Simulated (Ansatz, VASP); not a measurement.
## Cross-check of NiO (rocksalt prototype) between VASP and Ansatz

Wanted: the spread between two codes on one cell, functional and k mesh. The start cell is built, not measured: As first built, before any earlier steps moved the atoms (in the runner's words): rocksalt prototype, lattice guessed from radii. The cell is taken from a series of runs on this material, whose earlier steps may have relaxed, scaled, displaced or heated it; both programs get it as it stands.

Main program and level: Ansatz 0.2.0; plane waves, with VASP 6.6.1 beside it; single point at LDA, DFT+U.

### 1. Starting point

It takes space group Fm-3m (No. 225, cubic). Conventional cell: a = 4.203 Å, b = 4.203 Å, c = 4.203 Å, α = 90.00°, β = 90.00°, γ = 90.00°. Nearest to Ni lie 6 O at 2.10 Å. Nearest to O lie 6 Ni at 2.10 Å. As first built, before any earlier steps moved the atoms (in the runner's words): rocksalt prototype, lattice guessed from radii. Farther neighbours and most contacts between anions are not listed.

### 2. Ansatz: single point, LDA, DFT+U, pair 1

Ansatz runs on its default PAW (the set named soft_2) files.

With cell and atoms fixed, the geometry can't cause a difference; cores, projectors, grids and the points listed under the comparison can.

The input, input.yaml:

```yaml
crystal:
  lattice:
    - [0.0, -2.10134405, -2.10134405]
    - [0.0, 2.10134405, -2.10134405]
    - [4.2026881, 0.0, 0.0]
  atoms:
    - { symbol: Ni, position: [0.5, 0.5, 0.5], spin: 2.0 }
    - { symbol: Ni, position: [0.0, 0.0, 0.0], spin: -2.0 }
    - { symbol: O, position: [0.5, 0.5, 0.0] }
    - { symbol: O, position: [0.0, 0.0, 0.5] }
magnetization:
  spin_polarized: true
kpoints:
  mp_grid: { grid: [9, 9, 7] }
hamiltonian:
  xc: lda
  hubbard:
    sites:
      - { species: Ni, l: d, u_eff: 7.2 }
      - { site: 0, l: d, u_eff: 7.2, starting_ns: [{ spin: up, occupation_matrix: ni1_major }, { spin: down, occupation_matrix: ni1_minor }] }
      - { site: 1, l: d, u_eff: 7.2, starting_ns: [{ spin: up, occupation_matrix: ni1_minor }, { spin: down, occupation_matrix: ni1_major }] }
    projectors: ortho-atomic
    occupation_matrices:
      ni1_major:
        matrix:
          - [0.998, 0.0, 0.0, 0.0, 0.0]
          - [0.0, 0.999, 0.0, 0.0, 0.0]
          - [0.0, 0.0, 0.999, 0.0, 0.0]
          - [0.0, 0.0, 0.0, 0.998, 0.0]
          - [0.0, 0.0, 0.0, 0.0, 0.999]
      ni1_minor:
        matrix:
          - [0.15, 0.0, 0.0, 0.0, 0.0]
          - [0.0, 0.997, 0.0, 0.0, 0.0]
          - [0.0, 0.0, 0.997, 0.0, 0.0]
          - [0.0, 0.0, 0.0, 0.15, 0.0]
          - [0.0, 0.0, 0.0, 0.0, 0.997]
scf:
  occupations: { method: fermi_dirac, width: 0.05 }
output:
  eigenvalues: true
```

Started as:

```sh
ansatz run input.yaml --threads 4 --pin off --max-ram 8192MiB --backend cpu --events-out ev --progress --plain --runs-dir out
```

Numbers of over 12 decimals in the logs are rounded to 6 here.

What it wrote:

```text
Engine: ansatz 0.2.0, aarch64-unknown-linux-gnu
Pseudopotentials: kind: paw
Pseudopotential: Ni, paw, valence charge 18, recommended cutoff 420 eV (normal), Ni.paw.azcp
Pseudopotential: O, paw, valence charge 6, recommended cutoff 420 eV (normal), O.paw.azcp
Functional definition: SPW92
  exchange = slater_x
  correlation = pw_c
Crystal: 4 atoms, lattice volume = 37.115 Å³
Basis set: ecut = 420 eV, 699 PW (Γ)
Bands: 32, of which v1, the nominal top of the filled ones, is band 24 counted from 1 (23 counted from 0)
Symmetry: 16 space group operations
Space group: P4/mmm (ITA 123), of the structure as read, at distance tolerance 3.3e-5 Å
Magnetic group: BNS 123.350 (UNI 1010), of the structure as read, at distance tolerance 3.3e-5 Å
k-points: 60 of 567
Non-local potential: Ni, projectors of the file, l = 0: 3, l = 1: 2, l = 2: 3, l = 3: 1
Non-local potential: O, projectors of the file, l = 0: 2, l = 1: 2, l = 2: 1
PAW form: soft (Blöchl's): semilocal exchange-correlation on the pseudo side does not see the compensation charge
PAW frozen core: Ni, regenerated for the run's functional, and the local potential with it (the file was generated under x = pbe(κ = 0.804, μ = 0.219515), c = pbe(β = 0.066725))
PAW frozen core: O, regenerated for the run's functional, and the local potential with it (the file was generated under x = pbe(κ = 0.804, μ = 0.219515), c = pbe(β = 0.066725))
PAW one-centre angular grid: Ni, 590 points (default); XC on 64 Gauss nodes
PAW one-centre angular grid: O, 110 points (default); XC on 64 Gauss nodes
Initial density: superposition of atomic densities (chi_scale 0.1, normalization cell, long waves kept (reshape's long-wave potential 0.00 eV rms))
Starting moments: Σ|m| = 4 μB on 2 of 4 sites
Starting magnetic order: antiferromagnet; a translation exchanges its spin sublattices: spin-degenerate at every k-point
Initial wavefunctions: pseudopotential atomic-orbital guess
Functional: x = slater, c = lda
SCF iter   1: F=—  HF=-12653.047607 eV  |F-HF|=—  |Δ(HF+E_count)|=         —  Δρ=1.58e-1 (↑1.58e-1 ↓1.58e-1)  dr2=2.11e1  dr2_m=1.84e0  M=0.000 μB ∫|m|=2.722 μB  β_m=0.30  ethr=3.10e-3  ⟨swp⟩=5.3  Hψ=6890  notcnv=0  defer=15
preconditioner: auto → Kerker (q_TF=auto, 2.848 Å⁻¹)  [metal: Δε(μ)=0.013 eV  Ē_g=15.339 eV  σ=0.050 eV  W_gap=0.06  n_scr=14 (ndim 8)  ℏωp=34.5 eV  f_vac=0.000  D(μ)=2.94/eV (n_scr^D=36)]
spin=Collinear: Kerker preconditioning applied to the charge; magnetization (m = ρ↑ − ρ↓) channel mixes plain (no charge-response kernel on spin).
SCF iter   2: F=—  HF=-12650.824101 eV  |F-HF|=—  |Δ(HF+E_count)|=    2.22e0  Δρ=6.23e-2 (↑6.23e-2 ↓6.23e-2)  dr2=6.11e-1  dr2_m=6.74e-1  M=0.000 μB ∫|m|=3.773 μB  β_m=1.00  ethr=3.10e-3  ⟨swp⟩=3.0  Hψ=4548  notcnv=0  defer=122
preconditioner: auto → none  [insulator: Δε(μ)=1.497 eV  Ē_g=14.954 eV  σ=0.050 eV  W_gap=1.00  n_scr=14 (ndim 8)  ℏωp=34.5 eV  f_vac=0.000  D(μ)=0.00/eV (n_scr^D=0)  ε∞_Penn≈6.3]
SCF iter   3: F=—  HF=-12650.714873 eV  |F-HF|=—  |Δ(HF+E_count)|=   1.09e-1  Δρ=2.91e-2 (↑2.91e-2 ↓2.91e-2)  dr2=2.35e-1  dr2_m=9.03e-4  M=0.000 μB ∫|m|=3.776 μB  β_m=1.00  ethr=1.27e-3  ⟨swp⟩=3.1  Hψ=4191  notcnv=0  defer=138
SCF iter   4: F=—  HF=-12650.821925 eV  |F-HF|=—  |Δ(HF+E_count)|=   1.07e-1  Δρ=9.28e-3 (↑9.28e-3 ↓9.28e-3)  dr2=4.04e-2  dr2_m=5.84e-4  M=0.000 μB ∫|m|=3.782 μB  β_m=1.00  ethr=4.89e-4  ⟨swp⟩=2.9  Hψ=3070  notcnv=0  defer=138
SCF iter   5: F=—  HF=-12650.925906 eV  |F-HF|=—  |Δ(HF+E_count)|=   1.04e-1  Δρ=3.85e-3 (↑3.85e-3 ↓3.85e-3)  dr2=9.35e-3  dr2_m=1.51e-3  M=0.000 μB ∫|m|=3.800 μB  β_m=1.00  ethr=8.41e-5  ⟨swp⟩=2.1  Hψ=2950  notcnv=0  defer=138
SCF iter   6: F=—  HF=-12650.971786 eV  |F-HF|=—  |Δ(HF+E_count)|=   4.59e-2  Δρ=2.63e-3 (↑2.63e-3 ↓2.63e-3)  dr2=7.00e-3  dr2_m=3.33e-5  M=0.000 μB ∫|m|=3.802 μB  β_m=1.00  ethr=1.95e-5  ⟨swp⟩=1.1  Hψ=2397  notcnv=0  defer=138
SCF iter   7: F=—  HF=-12650.997615 eV  |F-HF|=—  |Δ(HF+E_count)|=   2.58e-2  Δρ=1.99e-3 (↑1.99e-3 ↓1.99e-3)  dr2=4.43e-3  dr2_m=8.43e-6  M=0.000 μB ∫|m|=3.802 μB  β_m=0.30  ethr=1.46e-5  ⟨swp⟩=1.0  Hψ=1762  notcnv=0  defer=138
Mixer restart at iter 7: flushing history
spin-set hold released at iteration 7 (site moments contracting): the magnetisation degrees of freedom join the quasi-Newton model from the next iteration; the mixer history was flushed
SCF iter   8: F=—  HF=-12651.010128 eV  |F-HF|=—  |Δ(HF+E_count)|=   1.25e-2  Δρ=5.61e-4 (↑5.61e-4 ↓5.61e-4)  dr2=2.31e-4  dr2_m=4.30e-6  M=0.000 μB ∫|m|=3.800 μB  β_m=0.54  ethr=9.22e-6  ⟨swp⟩=2.0  Hψ=2544  notcnv=0  defer=138
SCF iter   9: F=—  HF=-12651.024758 eV  |F-HF|=—  |Δ(HF+E_count)|=   1.46e-2  Δρ=3.22e-3 (↑3.22e-3 ↓3.22e-3)  dr2=1.08e-2  dr2_m=2.20e-4  M=0.000 μB ∫|m|=3.808 μB  β_m=0.42  ethr=4.81e-7  ⟨swp⟩=3.0  Hψ=3815  notcnv=0  defer=138
SCF iter  10: F=—  HF=-12651.023043 eV  |F-HF|=—  |Δ(HF+E_count)|=   1.71e-3  Δρ=2.51e-4 (↑2.51e-4 ↓2.51e-4)  dr2=1.19e-5  dr2_m=1.75e-5  M=0.000 μB ∫|m|=3.803 μB  β_m=0.71  ethr=4.81e-7  ⟨swp⟩=3.0  Hψ=3849  notcnv=0  defer=137
SCF iter  11: F=—  HF=-12651.023057 eV  |F-HF|=—  |Δ(HF+E_count)|=   1.37e-5  Δρ=1.37e-4 (↑1.37e-4 ↓1.37e-4)  dr2=8.49e-6  dr2_m=3.60e-6  M=0.000 μB ∫|m|=3.804 μB  β_m=0.86  ethr=2.47e-8  ⟨swp⟩=1.4  Hψ=2316  notcnv=0  defer=154
SCF iter  12: F=—  HF=-12651.023059 eV  |F-HF|=—  |Δ(HF+E_count)|=   1.64e-6  Δρ=4.76e-5 (↑4.76e-5 ↓4.76e-5)  dr2=1.81e-6  dr2_m=1.53e-8  M=0.000 μB ∫|m|=3.804 μB  β_m=0.63  ethr=1.77e-8  ⟨swp⟩=2.0  Hψ=3059  notcnv=0  defer=154
iter 13 met the thresholds in force, and the SCF goes on: an eigenvalue changes by 0.10 meV, over its tolerance of 0.06 meV (output.eigenvalues, Limitations)
SCF iter  13: F=-12651.023058 eV  HF=-12651.023058 eV  |F-HF|=3.17e-9  |Δ(HF+E_count)|=   7.19e-7  Δρ=4.73e-6 (↑4.73e-6 ↓4.73e-6)  dr2=2.74e-9  dr2_m=6.38e-9  M=0.000 μB ∫|m|=3.804 μB  β_m=0.81  ethr=2.08e-10  ⟨swp⟩=7.2  Hψ=8029  notcnv=0
SCF iter  14: F=-12651.023058 eV  HF=-12651.023058 eV  |F-HF|=2.55e-11  |Δ(HF+E_count)|=   5.28e-9  Δρ=7.72e-7 (↑7.72e-7 ↓7.72e-7)  dr2=4.33e-11  dr2_m=1.84e-10  M=0.000 μB ∫|m|=3.804 μB  ethr=5.71e-12  ⟨swp⟩=1.6  Hψ=4934  notcnv=0
SCF 1 converged in 14 iterations: F = -12651.023058 eV  dr2 = 4.33e-11
  greatest PAW one-centre occupation: 1.003 electrons in one spin orbital (limit 2), on the Ni atom at site 1 (counted from 0), in its partial waves of l = 1
SCF converged after 14 iterations
an eigenvalue changed by more than its tolerance at an iteration that met the thresholds in force, so the SCF went on 1 time: the last check found none over its tolerance
Magnetization: 0.0000 μB (24.0000 up, 24.0000 down)
Absolute magnetization: 3.8111 μB (∫|ρ↑−ρ↓|, with the PAW one-centre terms)
Spin contamination: 2.0023 ħ² per cell (⟨S²⟩ above its minimum at these occupations)
Per-site moments (μB) at R_I (Å): [(1.721282, 0.866804420625), (-1.721282, 0.866804420625), (-0.073240, 0.866804420625), (0.073240, 0.866804420625)]
Free energy (F): -12651.023058 eV
Harris-Foulkes:  -12651.023058 eV  (|F-HF|=2.55e-11)
Internal energy: -12651.023058 eV  (E = F + TS)
E sigma→0 (E₀):  -12651.023058 eV
Fermi energy:    14.027438 eV
--- Per-component energies (eV) ---
  E_band       = -750.995518
  E_kinetic    = 897.219939
  E_local      = -8035.165925  (includes V_loc(G=0)·N_el)
  E_nonlocal   = 1386.750501
  E_hartree    = 3287.380343
  E_xc         = -308.568359
  E_vxc        = -398.129903  (∫ρ·V_xc dr)
  E_hubbard    = 1.908861  (on-site DFT+U / exact-exchange correction)
  E_vhub       = -55.758481  (the Hubbard potential's part of the band-sum identity)
  E_paw        = -3419.856447  (= ΣΔE_a)
  E_vpaw       = -1120.677903  (= ΣTr[D̂ρ^β])
  E_aug_tail   = 0.005874  (compensation charges beyond the density's cutoff)
  E_ewald      = -6461.759928
  E_core_change = 1.062084  (= ΣΔE_core)
  E_smearing   = -0.000000  (= −TS)
  E_closure    = 0.000000  (closes the sum)
  Σ components = -12651.023058   (vs F -12651.023058, Δ=0.00e0)
--- Specified on-site occupations, and those of the state reported ---
  electrons in the specified blocks: 16.5680 specified, 16.5489 found
  site 1 (l=d) ↑: largest change of an orbital's occupation 0.0056; electrons 3.2910 specified, 3.2825 found; spectral distance 0.0066
  site 0 (l=d) ↓: largest change of an orbital's occupation 0.0056; electrons 3.2910 specified, 3.2825 found; spectral distance 0.0066
  site 1 (l=d) ↓: largest change of an orbital's occupation 0.0003; electrons 4.9930 specified, 4.9919 found; spectral distance 0.0005
  site 0 (l=d) ↑: largest change of an orbital's occupation 0.0003; electrons 4.9930 specified, 4.9919 found; spectral distance 0.0005
--- Band table (eV; the first three rows and the last of 120) ---
  k-point 0 ↑: bands = [... 20 lower, 10.0249, 11.4335, 11.4422, 11.4422, 15.0369, 15.2537, 15.2746, 19.4852, ... 4 higher]
  k-point 1 ↑: bands = [... 20 lower, 10.2282, 11.0633, 11.4422, 11.4422, 15.0360, 15.3292, 15.9011, 19.6742, ... 4 higher]
  k-point 2 ↑: bands = [... 20 lower, 10.6353, 10.6353, 11.4116, 11.4116, 15.0338, 15.4412, 17.2481, 20.0136, ... 4 higher]
  k-point 59 ↓: bands = [... 20 lower, 9.6973, 9.9601, 10.0420, 11.0827, 15.5585, 16.0779, 21.6410, 22.1255, ... 4 higher]
Occupation matrices written to <dir>
```

Reading the cycles: dr2 is the Hartree energy of the density residual (eV), the measure of convergence; HF is the Harris–Foulkes estimate of the energy, which meets the free energy F at convergence.

[end of part 1 of 3]

[Lines on the potential files, build, host, timing and source positions are cut from VASP's logs without a mark.]

[Logs are printed without paths, hosts, clocks, repeated set-up lines and the standing remarks that a program may print on its own settings, such as how far it seeks lower states.]

[Hosts, paths, dates, database ids (printed as entryN), source tags and the programs' standing remarks are cut or masked in the printed files.]
